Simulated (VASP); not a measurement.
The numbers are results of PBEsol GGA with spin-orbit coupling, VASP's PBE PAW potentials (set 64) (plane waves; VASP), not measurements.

VASP ran on this input.

### INCAR
```
SYSTEM = WSe2
PREC = Accurate; ENCUT = 400; LREAL = .False.
LASPH = .True.
EDIFF = 1E-6; NELM = 100; ALGO = Normal
LMAXMIX = 6
ISMEAR = 0; SIGMA = 0.05
GGA = PS; GGA_COMPAT = .False.
MAGMOM = 18*0; LSORBIT = .True.
LWAVE = .False.; LCHARG = .False.
```

File POSCAR:
```
WSe2
1
    1.6374719902    -2.8361843601    -0.0000000000
    1.6374719902     2.8361843601    -0.0000000000
    0.0000000000    -0.0000000000    13.1983566127
W Se
2 4
Direct
  0.3333330000   0.6666670000   0.2500000000
  0.6666670000   0.3333330000   0.7500000000
  0.3333330000   0.6666670000   0.8769883313
  0.6666670000   0.3333330000   0.3769883313
  0.6666670000   0.3333330000   0.1230116687
  0.3333330000   0.6666670000   0.6230116687
```

**KPOINTS**
```
Automatic mesh
0
Gamma
7 7 2
0 0 0
```

KPOINTS_OPT:
```
k-points along high-symmetry lines
5
Line-mode
Reciprocal
  0.000000   0.000000   0.000000 ! GAMMA
  0.000000   0.500000   0.000000 ! M

  0.000000   0.500000   0.000000 ! M
 -0.333333   0.666667   0.000000 ! K

 -0.333333   0.666667   0.000000 ! K
  0.000000   0.000000   0.000000 ! GAMMA

  0.000000   0.000000   0.000000 ! GAMMA
  0.000000   0.000000   0.500000 ! A

  0.000000   0.000000   0.500000 ! A
  0.000000   0.500000   0.500000 ! L

  0.000000   0.500000   0.500000 ! L
 -0.333333   0.666667   0.500000 ! H

 -0.333333   0.666667   0.500000 ! H
  0.000000   0.000000   0.500000 ! A

  0.000000   0.500000   0.500000 ! L
  0.000000   0.500000   0.000000 ! M

 -0.333333   0.666667   0.500000 ! H
 -0.333333   0.666667   0.000000 ! K
```

POTCAR, in this order: W_sv Se (PBE.64 set). Program: vasp_ncl.

The path is coarsely sampled, so an indirect gap can come out somewhat too large. Without a dispersion term in the relaxation, distances and binding between the weakly bound layers, chains or molecules are unreliable, and so is what depends on them.

Task: What does the run give for the energy per atom (σ→0), band gap (over mesh and band path)?

Result: 
The energy per atom (σ→0) comes out as -8.031 eV/atom. The band gap (over mesh and band path) is 0.96 eV.

### OSZICAR
```
...
DAV:  12    -0.481869601171E+02   -0.43260E-05   -0.24933E-04  2482   0.102E-01    0.413E-02
DAV:  13    -0.481869695813E+02   -0.94642E-05   -0.21545E-05  2470   0.255E-02    0.279E-02
DAV:  14    -0.481869687534E+02    0.82789E-06   -0.22488E-05  2602   0.276E-02    0.375E-03
DAV:  15    -0.481869690853E+02   -0.33185E-06   -0.95781E-07  1580   0.662E-03
   1 F= -.48186969E+02 E0= -.48186969E+02  d E =-.902268E-17  mag=     0.0000     0.0000     0.0000
       N       E                     dE             ncg
       N       E                     dE             ncg
       N       E                     dE             ncg
```

The compound is WSe2 in the 2H layered structure. It was relaxed first.
